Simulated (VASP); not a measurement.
Data:

```yaml
crystal:
  lattice:
    - [3.59979, 0.00000, 0.00000]
    - [-1.79990, 3.11751, 0.00000]
    - [0.00000, 0.00000, 5.64323]
  atoms:
    - { symbol: Zr, position: [0.00000, 0.00000, 0.00000] }
    - { symbol: S, position: [0.66667, 0.33333, 0.74286] }
    - { symbol: S, position: [0.33333, 0.66667, 0.25714] }
```

The numbers are results of LDA (Ceperley-Alder, Perdew-Zunger), VASP's LDA PAW potentials (set 64) (plane waves; VASP), not measurements. Settings: 400 eV cut-off, 8×8×5 Γ-centred mesh, tetrahedra with Blöchl corrections, potentials Zr_sv S.

The cores are frozen, which limits the accuracy of field gradients.

Problem. Give the principal components of the electric field gradient (V/Å²) and the asymmetry η at each nucleus.

Solution. 
```tsv
atom	Vxx	Vyy	Vzz	η
Zr1	10.0	10.0	-20.1	0.00
S2	-2.0	-2.0	3.9	0.00
S3	-2.0	-2.0	3.9	0.00
```

The structure comes from a computed database's ZrS2 entry (P-3m1); how it stands against other phases isn't given here. It was relaxed first, which changed the volume by -11 %.
